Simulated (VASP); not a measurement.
An input for Ansatz (written as the equivalent of a VASP run, and not itself run):

Ansatz 0.2 input:
```yaml
crystal:
  lattice:
    - [3.5264726, 0.0000000, 0.0000000]
    - [0.0000000, 3.5264726, 0.0000000]
    - [0.0000000, 0.0000000, 3.5264726]
  atoms:
    - { symbol: Si, position: [0.0000000, 0.0000000, 0.0000000] }
    - { symbol: Ni, position: [0.0000000, 0.5000000, 0.5000000] }
    - { symbol: Ni, position: [0.5000000, 0.0000000, 0.5000000] }
    - { symbol: Ni, position: [0.5000000, 0.5000000, 0.0000000] }
kpoints:
  mp_grid: { grid: [10, 10, 10] }
hamiltonian:
  xc: revpbe
  pseudopotentials: { kind: paw }
scf:
  occupations: { method: tetrahedron }
  max_iter: 100
output: { forces: true, stress: true, eigenvalues: true }
```

Question: Translate this input to VASP (INCAR, KPOINTS, POSCAR, choice of POTCAR).

Answer: One answer among several that fit: 
INCAR:
```
# general
SYSTEM   =  Ni3Si
PREC     =  Accurate
ENCUT    =  520   # plane-wave cut-off (eV)
LREAL    =  .False.   # projection in real space or not
LASPH    =  .True.   # aspherical one-centre terms

# electronic loop
EDIFF    =  1E-7
NELM     =  100
ALGO     =  Normal
LMAXMIX  =  4   # l cut-off of mixed one-centre charges

# smearing
ISMEAR   =  -5

# functional
GGA      =  RE   # revPBE

# ions
ISIF     =  2

# output
LWAVE    =  .False.
LCHARG   =  .True.
LORBIT   =  11   # lm-projected
NEDOS    =  601   # DOS grid

# other
LEFG     =  .True.
```

File KPOINTS:
```
Automatic mesh
0
Gamma
10 10 10
0 0 0
```

File POSCAR:
```
Ni3Si
1
    3.5264726307     0.0000000000     0.0000000000
    0.0000000000     3.5264726307     0.0000000000
    0.0000000000     0.0000000000     3.5264726307
Si Ni
1 3
Direct
  0.0000000000   0.0000000000   0.0000000000
  0.0000000000   0.5000000000   0.5000000000
  0.5000000000   0.0000000000   0.5000000000
  0.5000000000   0.5000000000   0.0000000000
```

POTCAR, in this order: Si Ni (PBE.64 set). Program: vasp_std.

The two are equivalent in intent, not identical: each code has its own PAW files, so the cut-off isn't converted (ENCUT is set for VASP's; basis.ecutwfc is left out, and Ansatz then takes the one that its files recommend); Ansatz stops its SCF on the density residual and VASP on the energy change (EDIFF); the field gradients of LEFG aren't asked of the other code.

The compound is Ni3Si in the L1_2 structure. It was relaxed first.
